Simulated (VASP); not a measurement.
A convergence study with VASP on Se (trig): one setting is varied, all else stays as given below, so the limit is that of these other settings. ε∞ is the independent-particle value.

```yaml
crystal:
  lattice:
    - [2.18500, -3.78453, 0.00000]
    - [2.18500, 3.78453, 0.00000]
    - [0.00000, 0.00000, 4.95000]
  atoms:
    - { symbol: Se, position: [0.00000, 0.22500, 0.66667] }
    - { symbol: Se, position: [0.77500, 0.77500, 0.00000] }
    - { symbol: Se, position: [0.22500, 0.00000, 0.33333] }
```

Method: PBE GGA, VASP's PBE PAW potentials (set 64) (plane waves; VASP). The tightest run used: 550 eV cut-off, 5×5×4 Γ-centred mesh, Gaussian smearing of 0.050 eV, potentials Se.

**Question.** The settings run are NBANDS = 10; NBANDS = 11; NBANDS = 13; NBANDS = 17; NBANDS = 25; NBANDS = 41; NBANDS = 73; NBANDS = 137. From which on does the mean ε∞ stay within 0.05  of the tightest run?

**Answer.** From NBANDS = 25 on: it is off by 0.04 there and by no more than 0.05 in any finer run, while NBANDS = 17 is off by 0.26.
```json
[
 {"setting": "NBANDS = 10", "mean ε∞": "6.93", "bands": "10", "difference judged ()": "5.48"},
 {"setting": "NBANDS = 11", "mean ε∞": "9.36", "bands": "11", "difference judged ()": "3.05"},
 {"setting": "NBANDS = 13", "mean ε∞": "11.44", "bands": "13", "difference judged ()": "0.98"},
 {"setting": "NBANDS = 17", "mean ε∞": "12.15", "bands": "17", "difference judged ()": "0.26"},
 {"setting": "NBANDS = 25", "mean ε∞": "12.37", "bands": "25", "difference judged ()": "0.04"},
 {"setting": "NBANDS = 41", "mean ε∞": "12.41", "bands": "41", "difference judged ()": "0.00"},
 {"setting": "NBANDS = 73", "mean ε∞": "12.42", "bands": "73", "difference judged ()": "0.00"},
 {"setting": "NBANDS = 137", "mean ε∞": "12.41", "bands": "137", "difference judged ()": "0.00"}
]
```

Left out are rungs that failed or repeat a setting and relaxations that didn't move; long series are thinned to 24 rows.

The compound is Se in the trig structure. The cell was not relaxed at this level, forces remain on its atoms.
